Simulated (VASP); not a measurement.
Here is the system:

```yaml
crystal:
  lattice:
    - [0.00000, 3.06777, 3.06777]
    - [3.06777, 0.00000, 3.06777]
    - [3.06777, 3.06777, 0.00000]
  atoms:
    - { symbol: K, position: [0.00000, 0.00000, 0.00000] }
    - { symbol: Cl, position: [0.50000, 0.50000, 0.50000] }
```

Calculation: SCAN meta-GGA, VASP's PBE PAW potentials (set 64) (plane waves; VASP 6.6.1). Numerical set-up: 520 eV cut-off, 7×7×7 Γ-centred mesh, Gaussian smearing of 0.050 eV, potentials K_sv Cl.

Task: Predict the energy per atom (σ→0), pressure, band gap (on the k-mesh) with the smallest direct gap where there is one.

Result: 
```json
{
 "band gap (on the k-mesh)": "6.06 eV",
 "smallest direct gap (on the k-mesh)": "6.06 eV",
 "energy per atom (σ→0)": "-10.333 eV/atom",
 "pressure": "14.3 kbar"
}
```

The compound is KCl in the rock salt structure. This cell is one point of a volume scan, at 0.94 of the reference volume.
